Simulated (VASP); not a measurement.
Data:

```xyz
2
Lattice="1.3412 -2.3230 0.0000 1.3412 2.3230 0.0000 0.0000 0.0000 4.2984" Properties=species:S:1:pos:R:3 pbc="T T T"
Ti     1.3412     0.7743     1.0746
Ti     1.3412    -0.7743     3.2238
```

Method: PBE GGA, VASP's PBE PAW potentials (set 64) (plane waves; VASP). Numerical set-up: 500 eV cut-off, 16×16×9 Γ-centred mesh, first-order Methfessel-Paxton smearing of 0.10 eV, potentials Ti_sv.

Q: The ions, cell shape and volume at an external pressure of 45.0 GPa are relaxed. What does this cell relax into?

A: 
```xyz
2
Lattice="1.3405 -2.3219 0.0000 1.3405 2.3219 0.0000 0.0000 0.0000 4.2959" Properties=species:S:1:pos:R:3 pbc="T T T"
Ti     1.3405     0.7740     1.0740
Ti     1.3405    -0.7740     3.2219
```
Space group P6_3/mmc (194), at a tolerance of 0.03 Å.

Q: How do energy and volume change from the first to the last step?

A: The energy (σ→0) changes by +5.8 meV/atom and the volume by -0.2 %, in 3 ionic steps.

| step | E(σ→0) (eV) | max force (eV/Å) | pressure (GPa) | volume (Å³) |
|---|---|---|---|---|
| 1 | -14.7553 | 0.000 | 44.54 | 26.78 |
| 2 | -14.7135 | 0.000 | 45.97 | 26.64 |
| 3 | -14.7436 | 0.000 | 45.02 | 26.74 |

The compound is Ti in the hcp structure. This run relaxes it under an external pressure of 45 GPa. Symmetry was kept, so distortions that lower it aren't found.
